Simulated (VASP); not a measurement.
Runs of VASP 6.6.1 on TeW2. It takes space group Fm-3m (No. 225, cubic). The conventional cell has a = 6.260 Å, b = 6.260 Å, c = 6.260 Å, α = 90.00°, β = 90.00°, γ = 90.00°. Te (site symmetry m-3m) is surrounded by 8 W at 2.71 Å. W (site symmetry -43m) has 4 Te at 2.71 Å as nearest neighbours. The cell was built by a generator and needn't be a form met in nature.

```csv
task,level,cell,cutoff (eV),smearing,gap on the mesh (eV),pressure (GPa),relaxed volume (Å³/atom)
relaxation of cell and atoms,RPBE,relaxed,600,methfessel-paxton 0.1 eV,none,0.0,20.61
relaxation of cell and atoms,PBE,relaxed,600,methfessel-paxton 0.1 eV,none,0.0,(b)
electron localisation function,AM05,as given,520,gaussian 0.01 eV,none,-7.3,-
relaxation of cell and atoms,PBE+D4,relaxed,600,methfessel-paxton 0.2 eV,none,0.0,(a)
single point,PBE,as given,520,fermi-dirac 0.05 eV,none,-0.9,-
```

Alike in all rows: potentials or basis VASP PAW PBE potentials, release 64 (Te, W_sv); no spin polarisation; k mesh 7 × 7 × 7.

Question: Fill in the values left out.

Answer: (a) 19.74; (b) 20.32.

Caveats: the PAW data sets were made with another functional, which shifts forces and pressure a little (some runs); pairwise dispersion overbinds metals, which lowers pressure and volume (some runs).

A k mesh can miss the band edges, and the runs leave out spin-orbit coupling on Te, W.

A gap of «none» marks a metal or a gap under the smearing width.

Not every run made on this cell is shown here.
